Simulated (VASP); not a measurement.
# Li16B (a cell with a defect) in VASP: a series of runs

One crystal, Li16B (a cell with a defect), is run at these levels: PBE; tasks: single point, relaxation of the atoms.

All numbers are computed with VASP 6.6.1; they aren't measurements. Logs are shortened: lines on timing, memory, paths and dates and some standing lists are left out, and cuts for length are marked.

## 1. The crystal as given

The cell holds a defect, 17 atoms: a = 6.980 Å, b = 6.980 Å, c = 6.980 Å, α = 90.00°, β = 90.00°, γ = 90.00°.

The cell was built by a generator and needn't be a form met in nature.

## 2. Single point, PBE

Input file INCAR:

```
SYSTEM = Li16B
  PREC = Accurate
  ENCUT = 520
  EDIFF = 1E-7
  ISMEAR = -1
  SIGMA = 0.15
  LREAL = Auto
  LASPH = .True.
  NELM = 100
  ALGO = Fast
  ISIF = 2
  LWAVE = .False.
  LCHARG = .True.
  GGA = PE
  LELF = .True.
  LVHAR = .True.
  NBANDS = 40
```

Input file KPOINTS:

```
regular mesh
0
Gamma
  2 2 2
  0 0 0
```

Input file POSCAR:

```
Li16B
1.0
    6.9800000000      0.0000000000      0.0000000000
    0.0000000000      6.9800000000      0.0000000000
    0.0000000000      0.0000000000      6.9800000000
Li B
16 1
Direct
    0.0094792419     -0.0446487541     -0.0001062895
    0.4278584847      0.0422087289     -0.0005359070
    0.0097402789      0.5441555672     -0.0001176017
   -0.0187817546     -0.0283064166      0.4999011537
    0.2398134768      0.2499362872      0.2936374435
    0.4280589982      0.4575427330     -0.0005269711
    0.5409738328      0.0257838366      0.4994694161
    0.8215643539      0.2498282431      0.2072736714
   -0.0187851502      0.5282417085      0.4998904270
    0.2686057702      0.7499612725      0.2782218032
    0.2405811155      0.2499494806      0.7048525151
    0.5408765611      0.4740850880      0.4994737930
    0.7089927224      0.7498187450      0.2239489558
    0.8222307158      0.2498203364      0.7920008754
    0.2685423170      0.7499698067      0.7216679722
    0.7087197121      0.7498120728      0.7756894123
    0.1248723235      0.2496730641     -0.0010002693
```

Potentials or basis: VASP PAW PBE potentials, release 64 (Li_sv, B).

Started as:

```console
$ cat potpaw_PBE.64/Li_sv/POTCAR potpaw_PBE.64/B/POTCAR > POTCAR
$ mpirun -np 1 vasp_std > vasp.out
```

OUTCAR:

```text
SYSTEM = Li16B
   PREC = Accurate
   ENCUT = 520
   EDIFF = 1E-7
   ISMEAR = -1
   LREAL = Auto
   LASPH = .True.
   NELM = 100
   ISIF = 2
   GGA = PE

 ion  position               nearest neighbor table
   1  0.009  0.955  1.000-  17 2.21
   2  0.428  0.042  0.999-
   3  0.010  0.544  1.000-  17 2.21
   4  0.981  0.972  0.500-
   5  0.240  0.250  0.294-  17 2.21
   6  0.428  0.458  0.999-
   7  0.541  0.026  0.499-
   8  0.822  0.250  0.207-
   9  0.981  0.528  0.500-
  10  0.269  0.750  0.278-
  11  0.241  0.250  0.705-  17 2.21
  12  0.541  0.474  0.499-
  13  0.709  0.750  0.224-
  14  0.822  0.250  0.792-
  15  0.269  0.750  0.722-
  16  0.709  0.750  0.776-
  17  0.125  0.250  0.999-  11 2.21   1 2.21   3 2.21   5 2.21

  LATTYP: Found a simple cubic cell.
 ALAT       =     6.9800000000

  Lattice vectors:

 A1 = (   6.9800000000,   0.0000000000,   0.0000000000)
 A2 = (   0.0000000000,   6.9800000000,   0.0000000000)
 A3 = (   0.0000000000,   0.0000000000,   6.9800000000)

Analysis of symmetry for initial positions (statically):
=====================================================================
 Subroutine PRICEL returns:
 Original cell was already a primitive cell.

 Routine SETGRP: Setting up the symmetry group for a
 simple cubic supercell.

 Subroutine GETGRP returns: Found  1 space group operations
 (whereof  1 operations were pure point group operations)
 out of a pool of 48 trial point group operations.

The static configuration has the point symmetry C_1 .

Analysis of symmetry for dynamics (positions and initial velocities):
=====================================================================
 Subroutine PRICEL returns:
 Original cell was already a primitive cell.

 Routine SETGRP: Setting up the symmetry group for a
 simple cubic supercell.

 Subroutine GETGRP returns: Found  1 space group operations
 (whereof  1 operations were pure point group operations)
 out of a pool of 48 trial point group operations.

The dynamic configuration has the point symmetry C_1 .

 Subroutine INISYM returns: Found  1 space group operations
 (whereof  1 operations are pure point group operations),
 and found     1 'primitive' translations

----------------------------------------------------------------------------------------

                                     Primitive cell

  volume of cell :     340.0684

  direct lattice vectors                    reciprocal lattice vectors
     6.980000000  0.000000000  0.000000000     0.143266476  0.000000000  0.000000000
     0.000000000  6.980000000  0.000000000     0.000000000  0.143266476  0.000000000
     0.000000000  0.000000000  6.980000000     0.000000000  0.000000000  0.143266476

  length of vectors
     6.980000000  6.980000000  6.980000000     0.143266476  0.143266476  0.143266476

  position of ions in fractional coordinates (direct lattice)
     0.009479242  0.955351246  0.999893710
     0.427858485  0.042208729  0.999464093
     0.009740279  0.544155567  0.999882398
     0.981218245  0.971693583  0.499901154
     0.239813477  0.249936287  0.293637444
     0.428058998  0.457542733  0.999473029
[... 9 lines left out ...]
     0.708719712  0.749812073  0.775689412
     0.124872323  0.249673064  0.998999731

  ion indices of the primitive-cell ions
   primitive index   ion index
                 1           1
                 2           2
                 3           3
                 4           4
                 5           5
                 6           6
[... 9 lines left out ...]
                16          16
                17          17

----------------------------------------------------------------------------------------

 KPOINTS: regular mesh

Automatic generation of k-mesh.
 Grid dimensions read from file:
 generate k-points for:    2    2    2

 Generating k-lattice:

  Cartesian coordinates                     Fractional coordinates (reciprocal lattice)
     0.071633238  0.000000000  0.000000000     0.500000000  0.000000000  0.000000000
[... 56 lines left out ...]
[... 29 lines left out ...]
     36       3.7811      0.00000
     37       4.3239      0.00000

 k-point     3 :       0.0000    0.5000    0.0000
  band No.  band energies     occupation
      1     -46.1183      2.00000
      2     -46.1114      2.00000
      3     -46.1113      2.00000
      4     -46.1095      2.00000
      5     -46.0587      2.00000
      6     -46.0554      2.00000
[... 29 lines left out ...]
     36       3.7265      0.00000
     37       3.7330      0.00000

 k-point     4 :       0.0000    0.0000    0.5000
  band No.  band energies     occupation
      1     -46.1183      2.00000
      2     -46.1115      2.00000
      3     -46.1112      2.00000
      4     -46.1095      2.00000
      5     -46.0587      2.00000
      6     -46.0556      2.00000
[... 29 lines left out ...]
     36       3.7266      0.00000
     37       3.7328      0.00000

 k-point     5 :       0.5000    0.5000    0.0000
  band No.  band energies     occupation
      1     -46.1181      2.00000
      2     -46.1115      2.00000
      3     -46.1113      2.00000
      4     -46.1097      2.00000
      5     -46.0587      2.00000
      6     -46.0554      2.00000
[... 29 lines left out ...]
     36       4.0699      0.00000
     37       4.2846      0.00000

 k-point     6 :       0.0000    0.5000    0.5000
  band No.  band energies     occupation
      1     -46.1181      2.00000
      2     -46.1115      2.00000
      3     -46.1114      2.00000
      4     -46.1094      2.00000
      5     -46.0574      2.00000
      6     -46.0555      2.00000
[... 29 lines left out ...]
     36       4.0833      0.00000
     37       4.1742      0.00000

 k-point     7 :       0.5000    0.0000    0.5000
  band No.  band energies     occupation
      1     -46.1181      2.00000
      2     -46.1115      2.00000
      3     -46.1112      2.00000
      4     -46.1097      2.00000
      5     -46.0587      2.00000
      6     -46.0556      2.00000
[... 29 lines left out ...]
     36       4.0698      0.00000
     37       4.2847      0.00000

 k-point     8 :       0.5000    0.5000    0.5000
  band No.  band energies     occupation
      1     -46.1179      2.00000
      2     -46.1115      2.00000
      3     -46.1114      2.00000
      4     -46.1096      2.00000
      5     -46.0574      2.00000
      6     -46.0555      2.00000
[... 29 lines left out ...]
     36       3.1521      0.00000
     37       3.2182      0.00000
 [bands above 37 left out]

------------------------ aborting loop because EDIFF is reached ----------------------------------------

  FORCE on cell =-STRESS in cart. coord.  units (eV):
  Direction    XX          YY          ZZ          XY          YZ          ZX
  --------------------------------------------------------------------------------------
  -------------------------------------------------------------------------------------
  Total       -2.5337328     -1.2714976     -1.2737561      0.0033520      0.0015051     -0.0086762
  in kB      -11.9372731     -5.9904555     -6.0010964      0.0157922      0.0070912     -0.0408763
  external PRESSURE =      -7.9762750 kB  Pullay stress =       0.0000000 kB

 VOLUME and BASIS-vectors are now :
 -----------------------------------------------------------------------------
  energy-cutoff  :      520.00
  volume of cell :      340.07
      direct lattice vectors                 reciprocal lattice vectors
     6.980000000  0.000000000  0.000000000     0.143266476  0.000000000  0.000000000
     0.000000000  6.980000000  0.000000000     0.000000000  0.143266476  0.000000000
     0.000000000  0.000000000  6.980000000     0.000000000  0.000000000  0.143266476

 POSITION                                       TOTAL-FORCE (eV/Angst)
 -----------------------------------------------------------------------------------
      0.06617      6.66835      6.97926        -0.000035      0.048071      0.000131
      2.98645      0.29462      6.97626        -0.016727      0.015444      0.001721
      0.06799      3.79821      6.97918        -0.001875     -0.046352      0.001297
      6.84890      6.78242      3.48931        -0.005024      0.001997      0.000401
      1.67390      1.74456      2.04959         0.000271     -0.000342     -0.050305
      2.98785      3.19365      6.97632        -0.017672     -0.016337      0.002480
[... 9 lines left out ...]
      4.94686      5.23369      5.41431        -0.001128     -0.000276     -0.008170
      0.87161      1.74272      6.97302         0.001533      0.000595      0.001207
 -----------------------------------------------------------------------------------
    total drift:                               -0.015348     -0.000042     -0.004612

  FREE ENERGIE OF THE ION-ELECTRON SYSTEM (eV)
  ---------------------------------------------------
  free  energy   TOTEN  =       -35.6658715670 eV

  energy  without entropy=      -35.0727934874  energy(sigma->0) =      -35.36933253
```

Run time: 5.6 min. Hardware: 1 thread of AMD EPYC 9R45 (Zen 5), shared host; peak memory 0.4 GiB.

What came out:

* Free energy: -35.6659 eV
* Largest force: 0.050 eV/Å
* Band gap on the k mesh: none (metal or under the smearing width)

Forces on the atoms (eV/Å):
```
Li   0.000  0.048  0.000
Li  -0.017  0.015  0.002
Li  -0.002 -0.046  0.001
Li  -0.005  0.002  0.000
Li   0.000  0.000 -0.050
Li  -0.018 -0.016  0.002
Li   0.001 -0.010  0.000
Li   0.017  0.000 -0.020
Li  -0.005 -0.003  0.000
Li   0.007  0.000 -0.003
Li   0.001  0.000  0.045
Li   0.002  0.010 -0.001
Li  -0.001  0.000  0.009
Li   0.013  0.000  0.019
Li   0.005  0.000  0.003
Li  -0.001  0.000 -0.008
B    0.002  0.001  0.001
```

Caveat: the k mesh is coarse (spacing up to 0.45 Å⁻¹), so the values aren't converged; the cutoff is under 1.25 times the usual one of these potentials, so pressure, stress and relaxed cells hold a basis-set (Pulay) error.

## 3. Relaxation of the atoms, PBE

Input file INCAR:

```
PREC = Accurate
ENCUT = 520
EDIFF = 1E-6
ISMEAR = -1
SIGMA = 0.15
LREAL = Auto
LASPH = T
NELM = 100
ALGO = Fast
ISIF = 2
LWAVE = F
LCHARG = F
GGA = PE
IBRION = 2
NSW = 45
EDIFFG = -0.08
```

Input file KPOINTS:

```
regular mesh
0
Gamma
  2 2 2
```

Input file POSCAR:

```
Li16B
1.0
    6.9800000000      0.0000000000      0.0000000000
    0.0000000000      6.9800000000      0.0000000000
    0.0000000000      0.0000000000      6.9800000000
Li B
16 1
Direct
    0.0000000000      0.0000000000      0.0000000000
    0.5000000000      0.0000000000      0.0000000000
    0.0000000000      0.5000000000      0.0000000000
    0.0000000000      0.0000000000      0.5000000000
    0.2500000000      0.2500000000      0.2500000000
    0.5000000000      0.5000000000      0.0000000000
    0.5000000000      0.0000000000      0.5000000000
    0.7500000000      0.2500000000      0.2500000000
    0.0000000000      0.5000000000      0.5000000000
    0.2500000000      0.7500000000      0.2500000000
    0.2500000000      0.2500000000      0.7500000000
    0.5000000000      0.5000000000      0.5000000000
    0.7500000000      0.7500000000      0.2500000000
    0.7500000000      0.2500000000      0.7500000000
    0.2500000000      0.7500000000      0.7500000000
    0.7500000000      0.7500000000      0.7500000000
    0.1233430000      0.2478318000     -0.0062596000
```

Potentials or basis: VASP PAW PBE potentials, release 64 (Li_sv, B).

Started as:

```console
$ cat potpaw_PBE.64/Li_sv/POTCAR potpaw_PBE.64/B/POTCAR > POTCAR
$ mpirun -np 1 vasp_std > vasp.out
```

Run time: 47 min. Hardware: 1 thread of AMD EPYC 9R45 (Zen 5), shared host; peak memory 0.41 GiB.

Results (log left out):

| Quantity | Value |
| --- | --- |
| Free energy | -35.6613 eV |
| Energy gained by relaxing | 59.7 meV/atom |
| Ionic steps | 17 |
| Largest force after relaxing | 0.066 eV/Å |
| Band gap on the k mesh | none (metal or under the smearing width) |

Forces in eV/Å, atoms in the order of the input:
```
Li  -0.032 -0.052 -0.002
Li   0.020  0.049  0.000
Li  -0.014  0.007 -0.002
Li  -0.026 -0.019 -0.002
Li  -0.003  0.001 -0.035
Li   0.018 -0.049 -0.001
Li  -0.006 -0.015  0.002
Li  -0.011  0.001 -0.054
Li  -0.026  0.020 -0.002
Li   0.026 -0.001  0.011
Li   0.015  0.000  0.002
Li  -0.007  0.014  0.002
Li   0.006  0.002 -0.002
Li  -0.007 -0.001  0.065
Li   0.025  0.000 -0.020
Li   0.009  0.002 -0.001
B    0.011  0.041  0.039
```

The path:
| step | energy change (eV) | largest force (eV/Å) | pressure (GPa) |
| --- | --- | --- | --- |
| 1 | 0.0000 | 1.3866 | 0.01 |
| 2 | -0.2464 | 0.8026 | -0.32 |
| 3 | -0.5037 | 0.4048 | -0.89 |
| 4 | -0.5060 | 0.4263 | -0.92 |
| 5 | -0.5635 | 0.2987 | -0.97 |
| 6 | -0.6352 | 0.3742 | -1.05 |
| 7 | -0.6979 | 0.2825 | -1.07 |
| 8 | -0.7955 | 0.1737 | -1.00 |
| 9 | -0.7975 | 0.2010 | -0.98 |
| 10 | -0.8407 | 0.1795 | -0.96 |
| 11 | -0.8846 | 0.2458 | -0.77 |
| 12 | -0.9262 | 0.1570 | -0.75 |
| 13 | -0.9339 | 0.1910 | -0.70 |
| 14 | -0.9699 | 0.1233 | -0.73 |
| 15 | -0.9984 | 0.1404 | -0.73 |
| 16 | -1.0020 | 0.0956 | -0.73 |
| 17 | -1.0156 | 0.0655 | -0.78 |

Final structure:
```yaml
crystal:
  lattice:
    - [6.98000, 0.00000, 0.00000]
    - [0.00000, 6.98000, 0.00000]
    - [0.00000, 0.00000, 6.98000]
  atoms:
    - { symbol: Li, position: [0.00770, 0.95892, 0.00041] }
    - { symbol: Li, position: [0.42502, 0.03895, 0.99937] }
    - { symbol: Li, position: [0.00816, 0.54082, 0.99998] }
    - { symbol: Li, position: [0.98511, 0.97488, 0.50116] }
    - { symbol: Li, position: [0.24175, 0.24994, 0.29165] }
    - { symbol: Li, position: [0.42503, 0.46080, 0.99956] }
    - { symbol: Li, position: [0.54096, 0.02568, 0.49873] }
    - { symbol: Li, position: [0.82418, 0.24991, 0.21082] }
    - { symbol: Li, position: [0.98524, 0.52528, 0.50120] }
    - { symbol: Li, position: [0.26427, 0.75052, 0.27649] }
    - { symbol: Li, position: [0.24346, 0.25011, 0.70606] }
    - { symbol: Li, position: [0.54065, 0.47448, 0.49879] }
    - { symbol: Li, position: [0.70966, 0.74949, 0.22611] }
    - { symbol: Li, position: [0.82369, 0.24951, 0.78753] }
    - { symbol: Li, position: [0.26453, 0.75045, 0.72444] }
    - { symbol: Li, position: [0.70830, 0.74960, 0.77434] }
    - { symbol: B, position: [0.12565, 0.24848, 0.99712] }
```

Levels at points of the mesh, in eV from the Fermi level:
```csv
k point,band 23,band 24,band 25,band 26,band 27,band 28
"(0.00, 0.00, 0.00)",-0.99,-0.32,-0.20,0.16,0.17,0.41
"(0.50, 0.00, 0.00)",-0.51,-0.44,-0.41,-0.41,0.35,0.73
"(0.00, 0.50, 0.00)",-0.57,-0.49,-0.47,-0.46,0.38,0.41
"(0.00, 0.00, 0.50)",-0.58,-0.50,-0.47,-0.47,0.37,0.42
"(0.50, 0.50, 0.00)",-0.53,-0.34,-0.11,0.05,0.10,0.35
"(0.00, 0.50, 0.50)",-0.48,-0.47,-0.01,0.04,0.05,0.10
"(0.50, 0.00, 0.50)",-0.53,-0.34,-0.11,0.04,0.11,0.34
"(0.50, 0.50, 0.50)",-1.58,-1.57,0.31,0.31,0.42,1.35
```

Caveat: the k mesh is coarse (spacing up to 0.45 Å⁻¹), so the values aren't converged; the cutoff is under 1.25 times the usual one of these potentials, so pressure, stress and relaxed cells hold a basis-set (Pulay) error; the relaxation stopped at a loose force limit of 0.08 eV/Å, so its end isn't a converged minimum.

## 4. Single point, PBE

Input file INCAR:

```
SYSTEM = Li16B
ALGO = Fast
EDIFF = 1E-6
ENCUT = 520
GGA = PE
ISIF = 2
ISMEAR = -1
LASPH = .True.
LCHARG = .False.
LREAL = Auto
LWAVE = .False.
NBANDS = 40
NELM = 100
PREC = Accurate
SIGMA = 0.15
```

Input file KPOINTS:

```
k-points
0
Gamma
  2 2 2
  0 0 0
```

Input file POSCAR:

```
Li16B
1.0
    6.9800000000      0.0000000000      0.0000000000
    0.0000000000      6.9800000000      0.0000000000
    0.0000000000      0.0000000000      6.9800000000
Li B
16 1
Direct
   -0.0805587393     -0.0738108883      0.3726934097
    0.3791977077      0.1246418338     -0.0624498567
   -0.0162177650      0.4747851003      0.0990114613
    0.2084527221     -0.0361891117      0.5887965616
    0.3532234957      0.2772063037      0.3102865330
    0.3986246418      0.4781661891     -0.0343839542
    0.5667478510     -0.0106017192      0.5336389685
    0.6219627507      0.1861891117      0.2072206304
   -0.3811891117      0.5398567335      0.3833954155
    0.3234527221      0.8830515759      0.2121346705
    0.3545702006      0.4296275072      0.6289255014
    0.9934240688      0.3357593123      0.4037822350
    0.6196848138      0.7652865330      0.0611747851
    0.7724212034      0.1658022923      0.8701146132
    0.0137535817      0.8936103152      0.9189828080
    0.8681088825      0.4688395415      0.7309885387
    0.1266762178      0.3112893983     -0.1483954155
```

Started as:

```console
$ cat potpaw_PBE.64/Li_sv/POTCAR potpaw_PBE.64/B/POTCAR > POTCAR
$ mpirun -np 1 vasp_std > vasp.out
```

It took 4.7 min on 1 thread of AMD EPYC 9R45 (Zen 5), shared host; peak memory 0.4 GiB.

Results (log left out):

- Free energy: -32.1195 eV
- Largest force: 1.359 eV/Å
- Band gap on the k mesh: none (metal or under the smearing width)

Forces in eV/Å, atoms in the order of the input:
```
Li  -0.245 -0.309 -0.388
Li  -0.370 -0.278 -0.558
Li   0.060  0.306 -0.520
Li  -0.038  0.281  0.489
Li  -1.073 -0.013 -0.150
Li  -0.279  0.336  0.338
Li   0.330 -0.051  0.309
Li   1.342 -0.215 -0.006
Li   0.322  0.486 -0.013
Li  -0.464 -0.377  0.264
Li  -0.385  0.051  0.258
Li  -0.077 -0.431  0.675
Li   0.591  0.190 -0.316
Li   0.340  0.008 -0.205
Li   0.132 -0.060  0.146
Li  -0.027  0.706 -0.095
B   -0.159 -0.630 -0.227
```

Levels at points of the mesh, in eV from the Fermi level:
```tsv
k point	band 23	band 24	band 25	band 26	band 27	band 28
(0.00, 0.00, 0.00)	-1.03	-0.32	-0.16	0.11	0.28	0.68
(0.50, 0.00, 0.00)	-0.76	-0.69	-0.45	-0.23	0.23	0.49
(0.00, 0.50, 0.00)	-0.72	-0.45	-0.27	-0.12	0.29	0.45
(0.00, 0.00, 0.50)	-0.82	-0.62	-0.55	-0.44	0.41	0.50
(0.50, 0.50, 0.00)	-0.73	-0.45	-0.36	0.03	0.32	0.40
(0.00, 0.50, 0.50)	-0.69	-0.38	-0.21	0.04	0.18	0.32
(0.50, 0.00, 0.50)	-0.73	-0.33	-0.23	-0.08	0.09	0.47
(0.50, 0.50, 0.50)	-1.47	-1.35	0.02	0.65	0.93	1.08
```

Caveat: the k mesh is coarse (spacing up to 0.45 Å⁻¹), so the values aren't converged; the cutoff is under 1.25 times the usual one of these potentials, so pressure, stress and relaxed cells hold a basis-set (Pulay) error.
